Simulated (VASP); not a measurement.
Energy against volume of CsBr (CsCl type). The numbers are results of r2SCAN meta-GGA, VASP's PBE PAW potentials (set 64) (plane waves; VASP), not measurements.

| V (Å³/atom) | E (eV/atom) |
|---|---|
| 38.071 | -21.15440 |
| 39.286 | -21.16071 |
| 40.501 | -21.16276 |
| 41.716 | -21.16127 |
| 42.932 | -21.15681 |

Problem. Fit a third-order Birch-Murnaghan equation of state.

Solution. 
The volume per atom comes out as 40.56 Å³/atom. The bulk modulus is 15.4 GPa and the pressure derivative of the bulk modulus is 5.08. The lattice constant a is 4.329 Å.

The compound is CsBr in the CsCl type structure. It was relaxed first.
